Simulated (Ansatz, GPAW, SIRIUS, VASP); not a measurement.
## GaGe3: programs and potentials compared

```xyz
4
Lattice="0.0000 3.3872 3.3872 3.3872 0.0000 3.3872 3.3872 3.3872 0.0000" Properties=species:S:1:pos:R:3 pbc="T T T"
Ge    3.3872    3.3872    3.3872
Ge    5.0808    5.0808    5.0808
Ge    1.6936    1.6936    1.6936
Ga    0.0000    0.0000    0.0000
```

The cell comes from a database or a generator and needn't be the stable form of this composition.

Alike in all runs: task single point; functional PBEsol; k mesh 7 × 7 × 7; occupations fermi-dirac, width 0.05 eV; no spin polarisation; no spin-orbit coupling. Pressure is positive in compression and, in plane waves, holds the error of the finite cutoff, which Ansatz's Pulay term estimates and takes out.

```json
{"program and potentials": "Ansatz, Ansatz PAW", "plane-wave cutoff (eV)": "420", "notes": "potentials made for PBE, which Ansatz adapts in part; 13.75 valence electrons an atom on average; Pulay term of +0.03 GPa included", "pressure (GPa)": "-3.93"}
{"program and potentials": "VASP, PBE PAW files Ga_d, Ge_d, 520 eV", "plane-wave cutoff (eV)": "520", "notes": "potentials made for PBE; 13.75 valence electrons an atom on average", "pressure (GPa)": "-3.91"}
{"program and potentials": "SIRIUS, PseudoDojo 0.4.1 PBEsol standard (scalar relativistic)", "plane-wave cutoff (eV)": "1102", "notes": "13.75 valence electrons an atom on average", "pressure (GPa)": "-3.89"}
{"program and potentials": "GPAW, PAW data sets generated for this functional", "plane-wave cutoff (eV)": "600", "notes": "3.75 valence electrons an atom on average", "pressure (GPa)": "-4.15"}
```

The pressure spans -4.15 (GPAW, PAW data sets generated for this functional) to -3.89 GPa (SIRIUS, PseudoDojo 0.4.1 PBEsol standard (scalar relativistic)).

Differences between rows come from potentials, basis sets and numerical settings, since the functional is the same but for its coding. Runs on potential files found faulty are left out.
